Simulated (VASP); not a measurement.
Input:

```yaml
crystal:
  lattice:
    - [0.00000, 2.14566, 2.14566]
    - [2.14566, 0.00000, 2.14566]
    - [2.14566, 2.14566, 0.00000]
  atoms:
    - { symbol: Ti, position: [0.00000, 0.00000, 0.00000] }
    - { symbol: C, position: [0.50000, 0.50000, 0.50000] }
```

These are optB88-vdW, VASP's PBE PAW potentials (set 64) (plane waves; VASP) values and carry that method's errors. Settings: 520 eV cut-off, 14×14×14 Γ-centred mesh, first-order Methfessel-Paxton smearing of 0.10 eV, potentials Ti_sv C.

Problem. Give the stress tensor in GPa (positive for a compressed cell).

Solution. 
```
8.08  0.00  0.00
0.00  8.08  0.00
0.00  0.00  8.08
```
The pressure is its mean diagonal, 8.08 GPa.

The compound is TiC in the rock salt structure. This cell is one point of a volume scan, at 0.97 of the reference volume.
